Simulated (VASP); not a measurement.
Calculation: rev-vdW-DF2, VASP's PBE PAW potentials (set 64) (plane waves; VASP).

VASP ran on this input.

File KPOINTS:
```
kpoints
0
G
 8 8 8
0 0 0
```

POSCAR:
```
PbS
1
    0.0000000000     2.9190636827     2.9190636827
    2.9190636827     0.0000000000     2.9190636827
    2.9190636827     2.9190636827     0.0000000000
Pb S
1 1
Direct
  0.0000000000   0.0000000000   0.0000000000
  0.5000000000   0.5000000000   0.5000000000
```

**INCAR**
```
SYSTEM = PbS
PREC = Accurate; ENCUT = 520; LREAL = .FALSE.
LASPH = .TRUE.
EDIFF = 1E-7; NELM = 100; ALGO = Normal
LMAXMIX = 4
ISMEAR = 0; SIGMA = 0.05
GGA = MK; LUSE_VDW = .TRUE.; AGGAC = 0.0
PARAM1 = 0.1234568; PARAM2 = 0.7114; ZAB_VDW = -1.8867
ISIF = 2
LWAVE = .FALSE.; LCHARG = .FALSE.
```

POTCAR, in this order: Pb_d S (PBE.64 set). Program: vasp_std.

The resulting files:

**OUTCAR**
```
 ion  position               nearest neighbor table
   1  0.000  0.000  0.000-   2 2.92   2 2.92   2 2.92   2 2.92   2 2.92   2 2.92
   2  0.500  0.500  0.500-   1 2.92   1 2.92   1 2.92   1 2.92   1 2.92   1 2.92
  LATTYP: Found a face centered cubic cell.
 ALAT       =     5.8381273654
 Subroutine PRICEL returns:
 Original cell was already a primitive cell.
 Subroutine GETGRP returns: Found 48 space group operations
The static configuration has the point symmetry O_h .
The dynamic configuration has the point symmetry O_h .
 Subroutine INISYM returns: Found 48 space group operations
 Subroutine IBZKPT returns following result:
 Found     29 irreducible k-points:

 Following reciprocal coordinates:
            Coordinates               Weight
  0.000000  0.000000  0.000000      1.000000
  0.125000  0.000000  0.000000      8.000000
  0.250000  0.000000  0.000000      8.000000
  0.375000  0.000000  0.000000      8.000000
  0.500000  0.000000  0.000000      4.000000
  0.125000  0.125000  0.000000      6.000000
  0.250000  0.125000  0.000000     24.000000
  0.375000  0.125000  0.000000     24.000000
  0.500000  0.125000  0.000000     24.000000
...
```

OSZICAR:
```
       N       E                     dE             d eps       ncg     rms          rms(c)
DAV:   1     0.165186362674E+03    0.16519E+03   -0.99185E+03   824   0.154E+03
DAV:   2     0.758678672755E+01   -0.15760E+03   -0.15438E+03   860   0.367E+02
DAV:   3    -0.480798134819E+01   -0.12395E+02   -0.12156E+02  1090   0.104E+02
DAV:   4    -0.510510214467E+01   -0.29712E+00   -0.29698E+00   940   0.190E+01
DAV:   5    -0.511655883927E+01   -0.11457E-01   -0.11457E-01  1174   0.358E+00    0.487E+00
DAV:   6    -0.466918998967E+01    0.44737E+00   -0.13691E+00  1224   0.960E+00    0.344E+00
DAV:   7    -0.466900297525E+01    0.18701E-03   -0.14219E-01   882   0.221E+00    0.192E+00
DAV:   8    -0.467085043517E+01   -0.18475E-02   -0.13680E-02   958   0.161E+00    0.164E-01
DAV:   9    -0.467045808232E+01    0.39235E-03   -0.26083E-03  1244   0.573E-01    0.730E-02
DAV:  10    -0.467054606930E+01   -0.87987E-04   -0.23907E-04   878   0.141E-01    0.347E-02
DAV:  11    -0.467054955006E+01   -0.34808E-05   -0.48648E-05  1164   0.938E-02    0.145E-02
DAV:  12    -0.467054981528E+01   -0.26522E-06   -0.35230E-06  1076   0.225E-02    0.239E-03
DAV:  13    -0.467054988670E+01   -0.71424E-07   -0.14380E-07   688   0.614E-03
   1 F= -.46705499E+01 E0= -.46705317E+01  d E =-.364605E-04
```

File OUTCAR:
```
------------------------ aborting loop because EDIFF is reached ----------------------------------------
  FORCE on cell =-STRESS in cart. coord.  units (eV):
  Direction    XX          YY          ZZ          XY          YZ          ZX
  --------------------------------------------------------------------------------------
  Total        1.2624683      1.2624683      1.2624683      0.0000000      0.0000000     -0.0000000
  in kB       40.6602786     40.6602786     40.6602786      0.0000000      0.0000000     -0.0000000
  external PRESSURE =      40.6602786 kB  Pullay stress =       0.0000000 kB
  volume of cell :       49.75
      direct lattice vectors                 reciprocal lattice vectors
     0.000000000  2.919063683  2.919063683    -0.171287801  0.171287801  0.171287801
     2.919063683  0.000000000  2.919063683     0.171287801 -0.171287801  0.171287801
     2.919063683  2.919063683  0.000000000     0.171287801  0.171287801 -0.171287801
  FREE ENERGIE OF THE ION-ELECTRON SYSTEM (eV)
  ---------------------------------------------------
  free  energy   TOTEN  =        -4.6705498867 eV

  energy  without entropy=       -4.6705134262  energy(sigma->0) =       -4.67053166
```
(Selected blocks of OUTCAR.)

The compound is PbS in the rock salt structure. This cell is one point of a volume scan, at 0.94 of the reference volume.
